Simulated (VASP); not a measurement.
Data:

```
RbCl
1.0
    0.00000     3.43701     3.43701
    3.43701     0.00000     3.43701
    3.43701     3.43701     0.00000
Rb Cl
1 1
Direct
  0.00000   0.00000   0.00000
  0.50000   0.50000   0.50000
```

The numbers are results of revPBE GGA, VASP's PBE PAW potentials (set 64) (plane waves; VASP), not measurements. Run with 520 eV cut-off, 6×6×6 Γ-centred mesh, Gaussian smearing of 0.050 eV, potentials Rb_sv Cl.

**Question.** What does the run give for the energy per atom (σ→0), band gap (on the k-mesh) with the smallest direct gap where there is one?

**Answer.** 
```
Quantity                                      Value
-----------------------------------  --------------
band gap (on the k-mesh)                    4.91 eV
smallest direct gap (on the k-mesh)         4.91 eV
energy per atom (σ→0)                -3.187 eV/atom
```

The absolute energy has meaning only against runs of the same code, potentials and settings.

The compound is RbCl in the rock salt structure. It was relaxed first, which changed the volume by +14 %. The start is the result of an earlier pass.
